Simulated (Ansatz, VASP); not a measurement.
# SrMg: VASP beside Ansatz

Aim: how closely do two programs agree when they are given the same cell, functional and k mesh? The cell is taken from a series of runs on this material, whose earlier steps may have relaxed, scaled, displaced or heated it; both programs get it as it stands.

Method: plane waves, with VASP 6.6.1 beside it; relaxation of cell and atoms at PBEsol and zone-centre phonons at PBEsol, in Ansatz 0.2.0.

## (1) The starting structure

Symmetry: Pm-3m, No. 221, cubic system. The conventional cell has a = 4.128 Å, b = 4.128 Å, c = 4.128 Å, α = 90.00°, β = 90.00°, γ = 90.00°. Nearest to Sr lie 8 Mg at 3.58 Å. Nearest to Mg lie 8 Sr at 3.58 Å. Farther neighbours are not listed.

As a file:

```xyz
2
Lattice="4.1283 0.0000 0.0000 0.0000 4.1283 0.0000 0.0000 0.0000 4.1283" Properties=species:S:1:pos:R:3 pbc="T T T"
Sr    2.0641    2.0641    2.0641
Mg    0.0000    0.0000    0.0000
```

## (2) VASP: relaxation of cell and atoms, PBEsol

The relaxed volume is the usual yardstick between codes: in a stiff, nearly cubic crystal its relative difference is about their pressure difference at one cell divided by the bulk modulus.

Lines of VASP's logs that name or quote its potential files are left out, and so is its time.

Input file INCAR:

```
SYSTEM = SrMg
PREC = Accurate
ENCUT = 600
EDIFF = 1E-07
NELM = 120
ISMEAR = 0
SIGMA = 0.1
LREAL = .FALSE.
ALGO = Normal
GGA = PS
NBANDS = 12
LORBIT = 11
LWAVE = .FALSE.
LCHARG = .FALSE.
ISIF = 3
IBRION = 2
NSW = 80
EDIFFG = -0.005
LASPH = .TRUE.
GGA_COMPAT = .FALSE.
NELMIN = 4
KPAR = 2
```

Input file POSCAR:

```
SrMg
1.0
    4.1282740000      0.0000000000      0.0000000000
    0.0000000000      4.1282740000      0.0000000000
    0.0000000000      0.0000000000      4.1282740000
Sr Mg
1 1
Direct
    0.5000000000      0.5000000000      0.5000000000
    0.0000000000      0.0000000000      0.0000000000
```

Input file KPOINTS:

```
Automatic mesh
0
Gamma
10 10 10
0 0 0
```

PAW data sets: Sr_sv and Mg (PBE family, release 64).

The run is started by

```
mpirun -np 2 vasp_std
```

Numbers of over 12 decimals in the logs are rounded to 6 here.

The log of the run:

```text
[banner, memory and clock lines left out]
running    2 mpi-ranks, on    1 nodes
 distrk:  each k-point on    1 cores,    2 groups
 distr:  one band on    1 cores,    1 groups

 POSCAR found type information on POSCAR SrMg
 POSCAR found :  2 types and       2 ions
|                                                                             |
|               ----> ADVICE to this user running VASP <----                  |
|                                                                             |
|     You enforced a specific xc type in the INCAR file but a different       |
|     [... a line on the potential file left out ...]
|     I HOPE YOU KNOW WHAT YOU ARE DOING!                                     |
|                                                                             |

 LDA part: xc-table for (Slater+PW92), standard interpolation
 POSCAR, INCAR and KPOINTS ok, starting setup
 FFT: planning ... GRIDC
 FFT: planning ... GRID_SOFT
 FFT: planning ... GRID
 WAVECAR not read
 entering main loop
       N       E                     dE             d eps       ncg     rms          rms(c)
DAV:   1     0.504609663661E+02    0.50461E+02   -0.57918E+03  1344   0.899E+02
DAV:   2    -0.850863881344E-01   -0.50546E+02   -0.49390E+02  1576   0.178E+02
DAV:   3    -0.363010484055E+01   -0.35450E+01   -0.35291E+01  2440   0.366E+01
DAV:   4    -0.371638779489E+01   -0.86283E-01   -0.86219E-01  1708   0.476E+00
DAV:   5    -0.371881591175E+01   -0.24281E-02   -0.24280E-02  2068   0.603E-01    0.159E+01
DAV:   6    -0.370159678304E+01    0.17219E-01   -0.18509E-02  1752   0.117E+00    0.879E+00
DAV:   7    -0.369364434584E+01    0.79524E-02   -0.27157E-02  1676   0.144E+00    0.399E-01
DAV:   8    -0.369320997991E+01    0.43437E-03   -0.21728E-03  2056   0.293E-01    0.111E-01
DAV:   9    -0.369322754275E+01   -0.17563E-04   -0.44557E-05  1744   0.488E-02    0.244E-02
DAV:  10    -0.369323467145E+01   -0.71287E-05   -0.98761E-06  2116   0.201E-02    0.125E-02
DAV:  11    -0.369323448252E+01    0.18894E-06   -0.19446E-07  1724   0.327E-03    0.995E-04
DAV:  12    -0.369323427857E+01    0.20395E-06   -0.63586E-08  1304   0.101E-03    0.335E-04
DAV:  13    -0.369323420995E+01    0.68626E-07   -0.30594E-08  1008   0.104E-03
   1 F= -.36932342E+01 E0= -.36893187E+01  d E =-.369323E+01
 curvature:   0.00 expect dE= 0.000E+00 dE for cont linesearch  0.000E+00
 trial: gam= 0.00000 g(F)=  0.000E+00 g(S)=  0.614E-04 ort = 0.000E+00 (trialstep = 0.100E+01)
 search vector abs. value=  0.614E-04
 bond charge predicted
       N       E                     dE             d eps       ncg     rms          rms(c)
DAV:   1    -0.369352892316E+01   -0.29464E-03   -0.67882E-03  1520   0.582E-01    0.156E-01
DAV:   2    -0.369335374811E+01    0.17518E-03   -0.74653E-04  1852   0.207E-01    0.610E-02
DAV:   3    -0.369327398543E+01    0.79763E-04   -0.16858E-04  2184   0.718E-02    0.511E-02
DAV:   4    -0.369327297344E+01    0.10120E-05   -0.24284E-05  2320   0.259E-02    0.293E-02
DAV:   5    -0.369327469927E+01   -0.17258E-05   -0.33138E-05  2132   0.274E-02    0.401E-03
DAV:   6    -0.369327440741E+01    0.29186E-06   -0.31663E-07  1668   0.435E-03    0.215E-03
DAV:   7    -0.369327427294E+01    0.13447E-06   -0.47000E-08  1024   0.169E-03    0.502E-04
DAV:   8    -0.369327431424E+01   -0.41296E-07   -0.34762E-08   892   0.107E-03
   2 F= -.36932743E+01 E0= -.36893676E+01  d E =-.401043E-04
 trial-energy change:   -0.000040  1 .order   -0.000041   -0.000061   -0.000020
 step:   1.5734(harm=  1.4864)  dis= 0.00000  next Energy=    -3.693280 (dE=-0.457E-04)
 reached required accuracy - stopping structural energy minimisation
```

Parts of OUTCAR (step 2):

```text
ion  position               nearest neighbor table
   1  0.500  0.500  0.500-   2 3.58   2 3.58   2 3.58   2 3.58   2 3.58   2 3.58   2 3.58   2 3.58

  LATTYP: Found a simple cubic cell.
 ALAT       =     4.1282740000

 Subroutine GETGRP returns: Found 48 space group operations
 (whereof 48 operations were pure point group operations)

The static configuration has the point symmetry O_h .

 Found     56 irreducible k-points:

   k-points           NKPTS =     56   k-points in BZ     NKDIM =     56   number of bands    NBANDS=     12

   dimension x,y,z NGX =    36 NGY =   36 NGZ =   36
   dimension x,y,z NGXF=    72 NGYF=   72 NGZF=   72

   ENCUT  =  600.0 eV  44.10 Ry    6.64 a.u.   8.25  8.25  8.25*2*pi/ulx,y,z

   NELECT =      12.0000    total number of electrons

 k-points in reciprocal lattice and weights: Automatic mesh
   0.00000000  0.00000000  0.00000000       0.001
   0.10000000  0.00000000  0.00000000       0.006
   0.20000000  0.00000000  0.00000000       0.006
   0.30000000  0.00000000  0.00000000       0.006
   0.40000000  0.00000000  0.00000000       0.006
   0.50000000  0.00000000  0.00000000       0.003
   0.10000000  0.10000000  0.00000000       0.012
   0.20000000  0.10000000  0.00000000       0.024
   0.30000000  0.10000000  0.00000000       0.024
[...]
0.50000000  0.50000000  0.40000000       0.006
   0.50000000  0.50000000  0.50000000       0.001

 average (electrostatic) potential at core
       1 -39.6123       2 -39.5644

 E-fermi :   1.9361

 k-point     1 :       0.0000    0.0000    0.0000
  band No.  band energies     occupation
      1     -33.8687      2.00000
      2     -15.8426      2.00000
      3     -15.8426      2.00000
      4     -15.8426      2.00000
      5      -2.9223      2.00000
      6       2.7613      0.00000
      7       2.7613      0.00000
      8       5.7483      0.00000
      9       5.7483      0.00000
     10       5.7483      0.00000
    ...

 k-point     2 :       0.1000    0.0000    0.0000
  band No.  band energies     occupation
      1     -33.8679      2.00000
      2     -15.8588      2.00000
      3     -15.8411      2.00000
      4     -15.8411      2.00000
      5      -2.8157      2.00000
      6       2.6322      0.00000
      7       2.8230      0.00000
      8       5.4214      0.00000
      9       5.4214      0.00000
     10       5.5676      0.00000
    ...

 k-point     3 :       0.2000    0.0000    0.0000
  band No.  band energies     occupation
      1     -33.8659      2.00000
      2     -15.9010      2.00000
      3     -15.8374      2.00000
      4     -15.8374      2.00000
      5      -2.5032      2.00000
      6       2.1375      0.00438
      7       2.9995      0.00000
      8       4.9339      0.00000
      9       4.9339      0.00000
     10       5.5567      0.00000
    ...

  Total        0.0095343      0.0095343      0.0095343      0.0000000      0.0000000      0.0000000
  in kB        0.2166608      0.2166608      0.2166608      0.0000000      0.0000000      0.0000000
  external PRESSURE =       0.2166608 kB  Pullay stress =       0.0000000 kB

  energy-cutoff  :      600.00
  volume of cell :       70.51
      direct lattice vectors                 reciprocal lattice vectors
     4.131175462 -0.000000000  0.000000000     0.242061856 -0.000000000 -0.000000000
     0.000000000  4.131175462 -0.000000000     0.000000000  0.242061856  0.000000000
     0.000000000 -0.000000000  4.131175462    -0.000000000  0.000000000  0.242061856

 POSITION                                       TOTAL-FORCE (eV/Angst)
 -----------------------------------------------------------------------------------
      2.06559      2.06559      2.06559         0.000000     -0.000000      0.000000
      0.00000      0.00000      0.00000        -0.000000      0.000000      0.000000
 -----------------------------------------------------------------------------------
    total drift:                                0.000000      0.000000      0.000000

  FREE ENERGIE OF THE ION-ELECTRON SYSTEM (eV)
  ---------------------------------------------------
  free  energy   TOTEN  =        -3.6932743142 eV

  energy  without entropy=       -3.6854608128  energy(sigma->0) =       -3.68936756

 reached required accuracy - stopping structural energy minimisation

 total charge
# of ion       s       p       d       tot
------------------------------------------
    1        2.046   5.709   0.195   7.951
    2        0.243   0.099   0.004   0.346
--------------------------------------------------
tot          2.289   5.808   0.199   8.296

[... 3 further parts left out ...]
```

## (3) Ansatz: relaxation of cell and atoms, PBEsol

Ansatz runs on its PAW soft_1 files.

The same cell, functional, mesh and smearing now go to Ansatz, which takes its cutoff from its data sets.

Input file input.yaml:

```yaml
crystal:
  lattice:
    - [4.1282742471, 0.0, 0.0]
    - [0.0, 4.1282742471, 0.0]
    - [0.0, 0.0, 4.1282742471]
  atoms:
    - { symbol: Sr, position: [0.5, 0.5, 0.5] }
    - { symbol: Mg, position: [0.0, 0.0, 0.0] }
kpoints:
  mp_grid: { grid: [10, 10, 10] }
hamiltonian:
  xc: pbesol
  pseudopotentials: { kind: paw, azcp: { folder: soft_1 }, xc_functional: pbe }
scf:
  occupations: { method: gaussian, width: 0.1 }
output:
  forces: true
  stress: true
  eigenvalues: true
  write_density: true
  write_potential: true
  elf: true
  volumetric_format: npy
relax:
  adjacent_minimum: "off"
  f_tol: 0.005
  max_steps: 80
  cell: { stress_tol: 0.05 }
```

The run is started by

```
ansatz run input.yaml --threads 4 --pin off --max-ram 10240MiB --backend cpu --events-out ev --progress --plain --runs-dir out
```

The log of the run:

```text
Engine: ansatz 0.2.0, aarch64-unknown-linux-gnu
Pseudopotentials: kind: paw
Pseudopotential: Sr, paw, valence charge 10, recommended cutoff 420 eV (normal), soft_1/Sr.paw.azcp
Pseudopotential: Mg, paw, valence charge 10, recommended cutoff 420 eV (normal), soft_1/Mg.paw.azcp
Functional definition: PBEsol
  exchange = pbesol_x
  correlation = pbesol_c
Crystal: 2 atoms, lattice volume = 70.357 Å³
Basis set: ecut = 420 eV, 1357 PW (Γ), exchange–correlation on 60×60×60 points (8 copies of the dense FFT grid, shifted against one another)
Bands: 14, of which v1, the nominal top of the filled ones, is band 10 counted from 1 (9 counted from 0)
Symmetry: 48 space group operations
Space group: Pm-3m (ITA 221), of the structure as read, at distance tolerance 4.1e-5 Å
k-points: 56 of 1000
Non-local potential: Sr, projectors of the file, l = 0: 3, l = 1: 2, l = 2: 2
Non-local potential: Mg, projectors of the file, l = 0: 3, l = 1: 2, l = 2: 1
PAW form: soft (Blöchl's): semilocal exchange-correlation on the pseudo side does not see the compensation charge
PAW frozen core: Sr, regenerated for the run's functional, and the local potential with it (the file was generated under x = pbe(κ = 0.804, μ = 0.219515), c = pbe(β = 0.066725))
PAW frozen core: Mg, regenerated for the run's functional, and the local potential with it (the file was generated under x = pbe(κ = 0.804, μ = 0.219515), c = pbe(β = 0.066725))
PAW one-centre angular grid: Sr, 110 points (default); XC on 64 Gauss nodes
PAW one-centre angular grid: Mg, 110 points (default); XC on 64 Gauss nodes
Initial density: superposition of atomic densities (chi_scale 0.1, normalization cell, long waves kept (reshape's long-wave potential 0.00 eV rms))
Initial wavefunctions: pseudopotential atomic-orbital guess
Functional: x = pbesol(κ = 0.804, μ = 0.123457), c = pbesol(β = 0.046)
SCF iter   1: F=—  HF=-5404.570002 eV  |F-HF|=—  |Δ(HF+E_count)|=         —  Δρ=1.59e-2  dr2=3.22e-1  ethr=3.10e-3  ⟨swp⟩=7.7  Hψ=5262  notcnv=0
preconditioner: auto → Kerker (q_TF=auto, 2.212 Å⁻¹)  [metal: Δε(μ)=0.054 eV  Ē_g=3.719 eV  σ=0.100 eV  W_gap=0.30  n_scr=18 (ndim 8)  ℏωp=8.9 eV  f_vac=0.000  D(μ)=1.68/eV (n_scr^D=6)]
SCF iter   2: F=—  HF=-5404.487152 eV  |F-HF|=—  |Δ(HF+E_count)|=   8.28e-2  Δρ=9.82e-3  dr2=1.48e-1  ethr=1.61e-3  ⟨swp⟩=2.0  Hψ=1356  notcnv=0  defer=4
SCF iter   3: F=—  HF=-5404.421603 eV  |F-HF|=—  |Δ(HF+E_count)|=   6.55e-2  Δρ=1.87e-3  dr2=5.60e-3  ethr=7.40e-4  ⟨swp⟩=2.6  Hψ=1153  notcnv=0  defer=4
SCF iter   4: F=—  HF=-5404.419451 eV  |F-HF|=—  |Δ(HF+E_count)|=   2.15e-3  Δρ=5.76e-4  dr2=1.86e-4  ethr=2.80e-5  ⟨swp⟩=2.2  Hψ=990  notcnv=0  defer=4
SCF iter   5: F=—  HF=-5404.419459 eV  |F-HF|=—  |Δ(HF+E_count)|=   7.67e-6  Δρ=9.03e-5  dr2=8.39e-6  ethr=9.28e-7  ⟨swp⟩=2.8  Hψ=1145  notcnv=0  defer=4
SCF iter   6: F=—  HF=-5404.419424 eV  |F-HF|=—  |Δ(HF+E_count)|=   3.51e-5  Δρ=2.17e-5  dr2=5.44e-7  ethr=4.19e-8  ⟨swp⟩=2.0  Hψ=918  notcnv=0  defer=4
SCF iter   7: F=-5404.419424 eV  HF=-5404.419424 eV  |F-HF|=1.06e-8  |Δ(HF+E_count)|=   2.94e-8  Δρ=5.65e-6  dr2=3.88e-8  ethr=5.00e-10  ⟨swp⟩=12.8  Hψ=6685  notcnv=0
SCF 1 converged in 7 iterations: F = -5404.419424 eV  dr2 = 3.88e-8
  greatest PAW one-centre occupation: 1.000 electrons in one spin orbital (limit 2), on the Mg atom at site 1 (counted from 0), in its partial waves of l = 0
relax step   1: F+E_penalty+E_count = -5404.41942384 eV  Δ(F+E_penalty+E_count) = +0.000e0 eV  max|allowed force component| = 6.171e-30 eV/Å  Δτ_max = 0.0000 Å  P = +0.045 GPa  Ω = 70.357 Å³  (7 SCF iters, dr2 threshold 1.00e-7 eV, accepted)
Initial density: handed on by an earlier stage of this run
Initial wavefunctions: pseudopotential atomic-orbital guess (no wavefunctions were taken with the density)
iter 1 solved again at ethr=5.34e-8 eV; its pass at ethr=3.10e-3 eV (dr2=1.07e-5 eV) is discarded
SCF iter   1: F=—  HF=-5404.419455 eV  |F-HF|=—  |Δ(HF+E_count)|=         —  Δρ=5.57e-6  dr2=3.89e-8  ethr=5.34e-8  ⟨swp⟩=4.3  Hψ=8143  notcnv=0
preconditioner: auto → Kerker (q_TF=auto, 2.212 Å⁻¹)  [metal: Δε(μ)=0.012 eV  Ē_g=3.894 eV  σ=0.100 eV  W_gap=0.07  n_scr=18 (ndim 8)  ℏωp=8.9 eV  f_vac=0.000  D(μ)=1.56/eV (n_scr^D=6)]
SCF iter   2: F=—  HF=-5404.419424 eV  |F-HF|=—  |Δ(HF+E_count)|=   3.12e-5  Δρ=4.00e-6  dr2=2.06e-8  ethr=1.95e-10  ⟨swp⟩=2.4  Hψ=1347  notcnv=0
SCF iter   3: F=—  HF=-5404.419424 eV  |F-HF|=—  |Δ(HF+E_count)|=   2.64e-9  Δρ=8.43e-7  dr2=4.90e-10  ethr=1.03e-10  ⟨swp⟩=2.0  Hψ=900  notcnv=0
SCF iter   4: F=—  HF=-5404.419424 eV  |F-HF|=—  |Δ(HF+E_count)|=  5.09e-11  Δρ=4.22e-7  dr2=8.66e-11  ethr=2.45e-12  ⟨swp⟩=2.5  Hψ=1212  notcnv=0
SCF iter   5: F=-5404.419424 eV  HF=-5404.419424 eV  |F-HF|=9.09e-13  |Δ(HF+E_count)|=  3.82e-11  Δρ=8.56e-8  dr2=4.04e-12  ethr=1.00e-12  ⟨swp⟩=8.0  Hψ=4421  notcnv=0
SCF 2 converged in 5 iterations: F = -5404.419424 eV  dr2 = 4.04e-12
relax step   2: F+E_penalty+E_count = -5404.41942384 eV  Δ(F+E_penalty+E_count) = -6.204e-9 eV  max|allowed force component| = 5.341e-31 eV/Å  Δτ_max = 0.0000 Å  P = +0.045 GPa  Ω = 70.357 Å³  stress off target by 4.52e-2 GPa  SCF on the basis re-selected at this cell (its energy is not comparable with the rows above)  (5 SCF iters)
basis re-selected at this cell: Δ(F+E_penalty+E_count) = -6.204e-9 eV, ΔP = +0.000 GPa vs the last step (what re-selecting the basis moved, of the pressure what is left beyond the Pulay correction that the steps carried, after the strain that the cell walked since its last selection, with what the two solves' SCF thresholds leave and, on support functions, any second-order correction that the steps lacked; it is no m [...]
SCF converged after 5 iterations
Free energy (F): -5404.419424 eV
Harris-Foulkes:  -5404.419424 eV  (|F-HF|=9.09e-13)
Internal energy: -5404.411620 eV  (E = F + TS)
E sigma→0 (E₀):  -5404.415522 eV
Entropy (-TS):   -0.007804 eV (-3.902 meV/atom)
Fermi energy:    5.652271 eV
--- Per-component energies (eV) ---
  E_band       = -479.064013
  E_kinetic    = 299.885933
  E_local      = -2538.969280  (includes V_loc(G=0)·N_el)
  E_nonlocal   = 431.235018
  E_hartree    = 800.941314
  E_xc         = -197.724309
  E_vxc        = -186.403948  (∫ρ·V_xc dr)
  E_paw        = -2930.588855  (= ΣΔE_a)
  E_vpaw       = -86.694218  (= ΣTr[D̂ρ^β])
  E_aug_tail   = -0.000199  (compensation charges beyond the density's cutoff)
  E_ewald      = -1269.384453
  E_core_change = 0.193210  (= ΣΔE_core)
  E_smearing   = -0.007804  (= −TS)
  E_closure    = 0.000000  (closes the sum)
  Σ components = -5404.419424   (vs F -5404.419424, Δ=0.00e0)
--- Forces (eV/Å), atoms counted from 1 ---
  atom   1  Sr     0.00000000    -0.00000000    -0.00000000
  atom   2  Mg     0.00000000     0.00000000    -0.00000000
  max |Σ_I F_I| component: 1.08e-30 eV/Å
--- Stress (GPa, compression-positive) ---
        0.045229       0.000000       0.000000
        0.000000       0.045229       0.000000
        0.000000       0.000000       0.045229
  P = ⅓ Tr σ = 0.0452 GPa (0.452 kbar)
--- Band table (eV; the first three rows and the last of 56) ---
  k-point 0: bands = [... 6 lower, -12.0985, -12.0985, 0.7909, 6.4814, 6.4814, 9.4491, 9.4491, 9.4491]
  k-point 1: bands = [... 6 lower, -12.0970, -12.0970, 0.8978, 6.3515, 6.5430, 9.1322, 9.1322, 9.2721]
  k-point 2: bands = [... 6 lower, -12.0933, -12.0933, 1.2110, 5.8552, 6.7195, 8.6512, 8.6512, 9.2661]
  k-point 55: bands = [... 6 lower, -12.2206, -12.2206, 5.0942, 5.0942, 5.0942, 6.3414, 8.8427, 8.8427]
--- Relaxed structure (1 steps of the walk, 1 accepted, 1 SCFs on fresh bases) ---
  F+E_penalty+E_count = -5404.41942384 eV   max|allowed force component| = 5.341e-31 eV/Å   (the final SCF, on the basis selected at the relaxed cell)
  cell:  # Å, volume = 70.3567 Å³
    - [4.1282742471, 0.0, 0.0]
    - [0.0, 4.1282742471, 0.0]
    - [0.0, 0.0, 4.1282742471]
  atoms:
    - { symbol: Sr, position: [0.5, 0.5, 0.5] }
    - { symbol: Mg, position: [0.0, 0.0, 0.0] }
```

Reading the cycles: dr2 is the Hartree energy of the density residual (eV), the measure of convergence; HF is the Harris–Foulkes estimate of the energy, which meets the free energy F at convergence.

## (4) Comparison

Known differences besides the potentials themselves: the data sets hold 20 valence electrons in Ansatz (on its PAW soft_1 files) and 12 in VASP; the cutoff is 420 eV in Ansatz and 600 eV in VASP; Ansatz makes its cores anew for this functional, VASP keeps those of its PBE data sets; Ansatz adds a Pulay correction to the stress that steers its cell, VASP none. Total energies have different zeros and are not compared.

Both answers:

```tsv
quantity	Ansatz	VASP	difference
volume (Å³)	70.36	70.51	-0.21 %
edge a after relaxation, in the typed setting (Å)	4.128	4.131	-0.07 %
```

(Part 1 of 2 ends here.)

[Lines on the potential files, build, host, timing and source positions are cut from VASP's logs without a mark.]

[Logs are printed without paths, hosts, clocks, repeated set-up lines and the standing remarks that a program may print on its own settings, such as how far it seeks lower states.]

[Hosts, paths, dates, database ids (printed as entryN), source tags and the programs' standing remarks are cut or masked in the printed files.]
